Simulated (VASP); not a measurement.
An input for Ansatz (written as the equivalent of a VASP run, and not itself run):

Ansatz 0.2 input:
```yaml
crystal:
  lattice:
    - [0.0000000, 1.9092855, 1.9092855]
    - [1.9092855, 0.0000000, 1.9092855]
    - [1.9092855, 1.9092855, 0.0000000]
  atoms:
    - { symbol: Pd, position: [0.0000000, 0.0000000, 0.0000000] }
kpoints:
  mp_grid: { grid: [16, 16, 16] }
hamiltonian:
  xc: pbesol
  pseudopotentials: { kind: paw }
scf:
  occupations: { method: methfessel_paxton, width: 0.1 }
  max_iter: 100
relax:
  max_steps: 40
  f_tol: 0.02
  cell: { p_target: 20 }
output: { forces: true, stress: true, eigenvalues: true }
```

### Question
Translate this input to VASP (INCAR, KPOINTS, POSCAR, choice of POTCAR).

### Answer
This is not unique; one that fits is 
### INCAR
```
SYSTEM = Pd
PREC = Accurate
ENCUT = 500
EDIFF = 1E-6
NELM = 100
ALGO = Normal
LREAL = .FALSE.
LASPH = .TRUE.
ISMEAR = 1
SIGMA = 0.1
GGA = PS
LMAXMIX = 4
LWAVE = .FALSE.
LCHARG = .FALSE.
IBRION = 2
ISIF = 3
NSW = 40
EDIFFG = -0.02
PSTRESS = 200
```

**KPOINTS**
```
Regular mesh
0
G
 16 16 16
```

**POSCAR**
```
Pd
1
    0.0000000000     1.9092854981     1.9092854981
    1.9092854981     0.0000000000     1.9092854981
    1.9092854981     1.9092854981     0.0000000000
Pd
1
Direct
  0.0000000000   0.0000000000   0.0000000000
```

POTCAR, in this order: Pd (PBE.64 set). Program: vasp_std.

The two are equivalent in intent, not identical: each code has its own PAW files, so the cut-off isn't converted (ENCUT is set for VASP's; basis.ecutwfc is left out, and Ansatz then takes the one that its files recommend); Ansatz stops its SCF on the density residual and VASP on the energy change (EDIFF).

The compound is Pd in the fcc structure. This run relaxes it under an external pressure of 20 GPa. Symmetry was kept, so distortions that lower it aren't found.
